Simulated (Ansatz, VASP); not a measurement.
# TaAs: VASP beside Ansatz, part 2 of 2

One calculation is typed for both programs; each brings its own data sets and cutoff. How far apart do they land?

VASP 6.6.1 and Ansatz 0.2.0.

So far: The starting structure; VASP: relaxation of cell and atoms, PBE.

## Step 3: Ansatz: relaxation of cell and atoms, PBE

Level of this step: Ansatz beside VASP: Kohn-Sham DFT, plane waves, PBE (Ansatz).

Ansatz runs on its default PAW (the set named soft_2) files.

The same cell, functional, mesh and smearing now go to Ansatz, which takes its cutoff from its data sets.

Contents of input.yaml:

```yaml
crystal:
  lattice:
    - [-1.738862128, 1.738862128, 5.9260437458]
    - [1.738862128, -1.738862128, 5.9260437458]
    - [1.738862128, 1.738862128, -5.9260437458]
  atoms:
    - { symbol: Ta, position: [0.4999673, 0.4999673, 0.0] }
    - { symbol: Ta, position: [0.2499673, 0.7499673, 0.5] }
    - { symbol: As, position: [0.08263212, 0.08263212, 0.0] }
    - { symbol: As, position: [0.83263212, 0.33263212, 0.5] }
hamiltonian:
  xc: pbe
  pseudopotentials: { kind: paw }
kpoints:
  mp_grid: { grid: [14, 14, 14] }
scf:
  occupations: { method: gaussian, width: 0.05 }
relax:
  f_tol: 0.01
  max_steps: 60
  cell: { stress_tol: 0.05 }
output:
  forces: true
  stress: true
```

Command:

```bash
ansatz run input.yaml --threads 4 --pin off --max-ram 9216MiB --backend cpu --events-out ev --progress --plain --runs-dir out
```

Numbers of over 12 decimals in the logs are rounded to 6 here.

What it wrote:

```text
basis.fft_grid_basis auto: the FFT boxes are laid along the combinations [[1, 0, 1], [0, 1, 1], [0, 0, 1]] of the cell's own vectors, 3.478, 3.478 and 6.416 Å long. The dense box has 24×24×45 points. Along the cell's own vectors, as sized, it would have 45×45×45, 3.52 times as many. Of the 8 symmetry operations that the crystal satisfies within crystal.symmetry.tolerance (time reversal apart; of a slab, those that ke [...]
Engine: ansatz 0.2.0, aarch64-unknown-linux-gnu
Pseudopotentials: kind: paw
Pseudopotential: Ta, paw, valence charge 13, recommended cutoff 420 eV (normal), Ta.paw.azcp
Pseudopotential: As, paw, valence charge 15, recommended cutoff 420 eV (normal), As.paw.azcp
Functional definition: PBE
  parameter kappa = 0.804
  parameter beta = 0.066725
  exchange = pbe_x(kappa = kappa, mu = beta*pi^2/3)
  correlation = pbe_c(beta = beta)
Crystal: 4 atoms, lattice volume = 71.673 Å³
Basis set: ecut = 420 eV, 1395 PW (Γ), FFT grids on a1+a3, a2+a3, a3, exchange–correlation on 48×48×90 points (8 copies of the dense FFT grid, shifted against one another)
Bands: 34, of which v1, the nominal top of the filled ones, is band 28 counted from 1 (27 counted from 0)
Symmetry: 8 space group operations
Space group: I41md (ITA 109), of the structure as read, at distance tolerance 4.2e-5 Å
k-points: 244 of 2744 (time reversal used)
Non-local potential: Ta, projectors of the file, l = 0: 3, l = 1: 2, l = 2: 2, l = 3: 1
Non-local potential: As, projectors of the file, l = 0: 2, l = 1: 2, l = 2: 3, l = 3: 1
PAW form: soft (Blöchl's): semilocal exchange-correlation on the pseudo side does not see the compensation charge
PAW one-centre angular grid: Ta, 590 points (default); XC on 64 Gauss nodes
PAW one-centre angular grid: As, 590 points (default); XC on 64 Gauss nodes
Initial density: superposition of atomic densities (neutral atoms: chi_scale 0, normalization atom), corrected by the library's trained network
Initial wavefunctions: pseudopotential atomic-orbital guess
Functional: x = pbe(κ = 0.804, μ = 0.219515), c = pbe(β = 0.066725)
SCF iter   1: F=—  HF=-29578.945423 eV  |F-HF|=—  |Δ(HF+E_count)|=         —  Δρ=7.27e-3  dr2=3.34e-2  ethr=1.77e-3  ⟨swp⟩=5.9  Hψ=33152  notcnv=0
preconditioner: auto → Kerker (q_TF=auto, 2.618 Å⁻¹)  [metal: Δε(μ)=0.038 eV  Ē_g=7.351 eV  σ=0.050 eV  W_gap=0.38  n_scr=24 (ndim 8)  ℏωp=19.6 eV  f_vac=0.000  D(μ)=0.32/eV (n_scr^D=0)]
SCF iter   2: F=—  HF=-29578.943023 eV  |F-HF|=—  |Δ(HF+E_count)|=   2.40e-3  Δρ=4.28e-3  dr2=1.11e-2  ethr=5.97e-5  ⟨swp⟩=1.0  Hψ=10254  notcnv=0  defer=1
SCF iter   3: F=—  HF=-29578.942542 eV  |F-HF|=—  |Δ(HF+E_count)|=   4.81e-4  Δρ=6.79e-4  dr2=3.16e-4  ethr=1.99e-5  ⟨swp⟩=3.0  Hψ=14374  notcnv=0  defer=1
SCF iter   4: F=—  HF=-29578.942321 eV  |F-HF|=—  |Δ(HF+E_count)|=   2.22e-4  Δρ=3.25e-4  dr2=6.64e-5  ethr=5.65e-7  ⟨swp⟩=2.0  Hψ=14284  notcnv=0  defer=1
SCF iter   5: F=—  HF=-29578.942339 eV  |F-HF|=—  |Δ(HF+E_count)|=   1.82e-5  Δρ=5.86e-5  dr2=3.35e-6  ethr=1.19e-7  ⟨swp⟩=2.1  Hψ=10342  notcnv=0  defer=3
SCF iter   6: F=—  HF=-29578.942338 eV  |F-HF|=—  |Δ(HF+E_count)|=   8.35e-7  Δρ=1.39e-5  dr2=1.66e-7  ethr=5.99e-9  ⟨swp⟩=2.0  Hψ=14269  notcnv=0  defer=5
SCF iter   7: F=-29578.942338 eV  HF=-29578.942338 eV  |F-HF|=2.98e-9  |Δ(HF+E_count)|=   5.76e-9  Δρ=3.34e-6  dr2=7.82e-9  ethr=1.79e-10  ⟨swp⟩=4.0  Hψ=25921  notcnv=0
SCF 1 converged in 7 iterations: F = -29578.942338 eV  dr2 = 7.82e-9
  greatest PAW one-centre occupation: 0.999 electrons in one spin orbital (limit 2), on the As atom at site 2 (counted from 0), in its partial waves of l = 2
relax step   1: F+E_penalty+E_count = -29578.94233818 eV  Δ(F+E_penalty+E_count) = +0.000e0 eV  max|allowed force component| = 1.101e-2 eV/Å  Δτ_max = 0.0000 Å  P = -3.048 GPa  Ω = 71.673 Å³  (7 SCF iters, dr2 threshold 1.00e-7 eV, accepted)
[...]
relax step   2: F+E_penalty+E_count = -29578.93036088 eV  Δ(F+E_penalty+E_count) = +1.198e-2 eV  max|allowed force component| = 2.454e-2 eV/Å  Δτ_max = 0.0073 Å  P = +4.538 GPa  Ω = 68.608 Å³  energy of the carried Pulay correction = +8.109e-4 eV  (6 SCF iters, dr2 threshold 4.00e-7 eV, rejected (line search))
[...]
relax step   3: F+E_penalty+E_count = -29578.95561717 eV  Δ(F+E_penalty+E_count) = -1.328e-2 eV  max|allowed force component| = 8.079e-4 eV/Å  Δτ_max = 0.0022 Å  P = -0.117 GPa  Ω = 70.416 Å³  energy of the carried Pulay correction = +3.284e-4 eV  (8 SCF iters, accepted)
[...]
relax step   4: F+E_penalty+E_count = -29578.95566592 eV  Δ(F+E_penalty+E_count) = -4.875e-5 eV  max|allowed force component| = 1.936e-3 eV/Å  Δτ_max = 0.0004 Å  P = -0.001 GPa  Ω = 70.362 Å³  energy of the carried Pulay correction = +3.426e-4 eV  (6 SCF iters, dr2 threshold 1.01e-7 eV, accepted)
[...]
relax step   5: F+E_penalty+E_count = -29578.95534499 eV  Δ(F+E_penalty+E_count) = +3.209e-4 eV  max|allowed force component| = 1.932e-3 eV/Å  Δτ_max = 0.0000 Å  P = -0.005 GPa  Ω = 70.362 Å³  stress off target by 1.21e-2 GPa  SCF on the basis re-selected at this cell (its energy is not comparable with the rows above)  (6 SCF iters)
basis re-selected at this cell: Δ(F+E_penalty+E_count) = +3.209e-4 eV, ΔP = -0.005 GPa vs the last step (what re-selecting the basis moved, of the pressure what is left beyond the Pulay correction that the steps carried, after the strain that the cell walked since its last selection, with what the two solves' SCF thresholds leave and, on support functions, any second-order correction that the steps lacked; it is no m [...]
SCF converged after 6 iterations
Free energy (F): -29578.955345 eV
Harris-Foulkes:  -29578.955345 eV  (|F-HF|=3.64e-12)
Internal energy: -29578.954962 eV  (E = F + TS)
E sigma→0 (E₀):  -29578.955153 eV
Entropy (-TS):   -0.000383 eV (-0.096 meV/atom)
Fermi energy:    16.830239 eV
--- Per-component energies (eV) ---
  E_band       = -564.160511
  E_kinetic    = 942.200198
  E_local      = -4078.156854  (includes V_loc(G=0)·N_el)
  E_nonlocal   = -1311.352049
  E_hartree    = 2109.421064
  E_xc         = -597.758817
  E_vxc        = -570.152336  (∫ρ·V_xc dr)
  E_paw        = -20465.774830  (= ΣΔE_a)
  E_vpaw       = 234.458091  (= ΣTr[D̂ρ^β])
  E_aug_tail   = 0.000308  (compensation charges beyond the density's cutoff)
  E_ewald      = -6177.533982
  E_smearing   = -0.000383  (= −TS)
  E_closure    = 0.000000  (closes the sum)
  Σ components = -29578.955345   (vs F -29578.955345, Δ=0.00e0)
--- Forces (eV/Å), atoms counted from 1 ---
  atom   1  Ta    -0.00000000     0.00000000    -0.00193200
  atom   2  Ta     0.00000000     0.00000000    -0.00193200
  atom   3  As     0.00000000     0.00000000     0.00193200
  atom   4  As     0.00000000    -0.00000000     0.00193200
  max |Σ_I F_I| component: 1.38e-8 eV/Å
--- Stress (GPa, compression-positive) ---
       -0.012120      -0.000000       0.000000
       -0.000000      -0.012120      -0.000000
        0.000000      -0.000000       0.008150
  P = ⅓ Tr σ = -0.0054 GPa (-0.054 kbar)
--- Relaxed structure (4 steps of the walk, 3 accepted, 1 SCFs on fresh bases) ---
  F+E_penalty+E_count = -29578.95534499 eV   max|allowed force component| = 1.932e-3 eV/Å   (the final SCF, on the basis selected at the relaxed cell)
  cell:  # Å, volume = 70.3616 Å³
    - [-1.731505, 1.731505, 5.867162]
    - [1.731505, -1.731505, 5.867162]
    - [1.731505, 1.731505, -5.867162]
  atoms:
    - { symbol: Ta, position: [0.500188, 0.500188, 0] }
    - { symbol: Ta, position: [0.250188, 0.750188, 0.5] }
    - { symbol: As, position: [0.082411, 0.082411, 0] }
    - { symbol: As, position: [0.832411, 0.332411, 0.5] }
```

Run time: 76 s. Hardware: 4 threads of Arm Neoverse V1, shared host; peak memory 0.71 GiB.

## Step 4: Differences

Known differences besides the PAW data sets themselves: both relaxations stop at a tolerance, which leaves soft axes loose, and VASP keeps its plane-wave basis; the data sets hold 56 valence electrons in Ansatz (default PAW (the set named soft_2) files) and 32 in VASP; the cutoff is 420 eV in Ansatz and 450 eV in VASP; Ansatz adds a Pulay correction to the stress that steers its cell, VASP none. Total energies have different zeros and are not compared.

The two programs side by side:

```tsv
quantity	Ansatz	VASP	difference
volume (Å³)	70.36	70.53	-0.24 %
edge a after relaxation, in the typed setting (Å)	6.358	6.363	-0.08 %
```

The walks stopped with -0.01 GPa left in Ansatz and 0.01 GPa in VASP; each walk ends within a tolerance, so the volume difference is uncertain by about these residues over the bulk modulus, most in soft cells.

## Step 5: What came out

```yaml
difference_in_volume_relaxation_of_cell_and_atoms_pbe: -0.24 %
```

In words: The difference in volume is -0.24 % (relaxation of cell and atoms, PBE), within the 1.2 % picked in this series as the mark of a large difference, as far as the stopping tolerances let one tell. Differences of this kind measure data sets and numerical settings, not the functional's error against experiment.

[Lines on the potential files, build, host, timing and source positions are cut from VASP's logs without a mark.]

[Logs are printed without paths, hosts, clocks, repeated set-up lines and the standing remarks that a program may print on its own settings, such as how far it seeks lower states.]

[Hosts, paths, dates, database ids (printed as entryN), source tags and the programs' standing remarks are cut or masked in the printed files.]
